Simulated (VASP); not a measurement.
The system is H2, in a box.

```xyz
2
Lattice="10.0000 0.0000 0.0000 0.0000 10.0000 0.0000 0.0000 0.0000 10.0000" Properties=species:S:1:pos:R:3 pbc="T T T"
H     5.0000    5.0000    4.6500
H     5.0000    5.0000    5.3500
```

Base run:

| Item | Value |
| --- | --- |
| Program | VASP 6.6.1 |
| Functional | HSE06 |
| Potentials or basis | VASP PAW PBE potentials, release 64 (H) |
| Cutoff | 450 eV |
| k mesh | 1 × 1 × 1 |
| Occupations | gaussian, width 0.02 eV |
| Spin | no spin polarisation |

Its results: gap between the frontier levels 11.60 eV; largest force 1.836 eV/Å.

**Question.** The run is repeated on the same cell with these changes: functional from HSE06 to r2SCAN. What comes out?

**Answer.** Gap between the frontier levels 11.16 eV; largest force 1.736 eV/Å.

HSE06 gives the wider gap, since exact exchange removes part of the self-interaction.

Caveats: the PAW data sets were made with another functional, which shifts forces and pressure a little.

A k mesh can miss the band edges.

Not every run made on this cell is shown here.
